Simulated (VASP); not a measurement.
An input for Quantum ESPRESSO's pw.x (written as the equivalent of a VASP run, and not itself run):

```
&CONTROL
  calculation = 'vc-relax'
  pseudo_dir = './pseudo'
  outdir = './out'
  tprnfor = .true.
  tstress = .true.
  nstep = 40
  forc_conv_thr = 0.00078
/
&SYSTEM
  ibrav = 0
  nat = 4
  ntyp = 2
  ecutwfc = 86
  occupations = 'smearing'
  smearing = 'methfessel-paxton'
  degauss = 0.00735
  input_dft = 'pbesol'
/
&ELECTRONS
  conv_thr = 7.3e-08
  electron_maxstep = 100
/
&IONS
/
&CELL
/
ATOMIC_SPECIES
  Hg 200.592 Hg.upf
  Se 78.971 Se.upf
CELL_PARAMETERS angstrom
     3.9749484   -0.0000000   -0.0000000
    -1.9874742    3.4424062    0.0000000
    -0.0000000    0.0000000    6.8442624
ATOMIC_POSITIONS crystal
  Hg   0.0000000  0.0000000  0.0000000
  Hg   0.0000000  0.0000000  0.5000000
  Se   0.3333330  0.6666670  0.2500000
  Se   0.6666670  0.3333330  0.7500000
K_POINTS automatic
  9 9 5 0 0 0
```

**Question.** Write the VASP files for the same calculation (PBEsol).

**Answer.** Several could match; the one computed here: 
**KPOINTS**
```
Automatic mesh
0
Gamma
9 9 5
0 0 0
```

POSCAR:
```
HgSe
1
    3.9749483850    -0.0000000000    -0.0000000000
   -1.9874741925     3.4424062499     0.0000000000
   -0.0000000000     0.0000000000     6.8442623570
Hg Se
2 2
Direct
  0.0000000000   0.0000000000   0.0000000000
  0.0000000000   0.0000000000   0.5000000000
  0.3333330000   0.6666670000   0.2500000000
  0.6666670000   0.3333330000   0.7500000000
```

**INCAR**
```
ISMEAR  =  1
SIGMA  =  0.1   # width (eV)
GGA  =  PS
ALGO  =  Normal   # blocked Davidson
EDIFFG  =  -0.02   # ionic stop
NSW  =  40   # most ionic steps
LREAL  =  .FALSE.   # projection in real space or not
ENCUT  =  500   # plane-wave cut-off (eV)
ISIF  =  3
LASPH  =  .TRUE.   # aspherical one-centre terms
LCHARG  =  .FALSE.
LWAVE  =  .FALSE.
LMAXMIX  =  6   # l cut-off of mixed one-centre charges
EDIFF  =  1E-6   # SCF stop (eV)
IBRION  =  2   # conjugate gradients
SYSTEM  =  HgSe
NELM  =  100   # most electronic steps
PREC  =  Accurate
```

POTCAR, in this order: Hg Se (PBE.64 set). Program: vasp_std.

The two are equivalent in intent, not identical: the potentials are each code's own (VASP's PAW set, PseudoDojo norm-conserving files in pw.x), so ENCUT and ecutwfc are chosen apart and not converted; conv_thr bounds pw.x's estimated SCF error, while EDIFF bounds the energy change between steps; forc_conv_thr acts on force components and is met together with etot_conv_thr.

The structure was generated: HgSe was put into the NiAs type type (P6_3/mmc), which need not be its known phase. This run relaxes it. Symmetry was kept, so distortions that lower it aren't found.
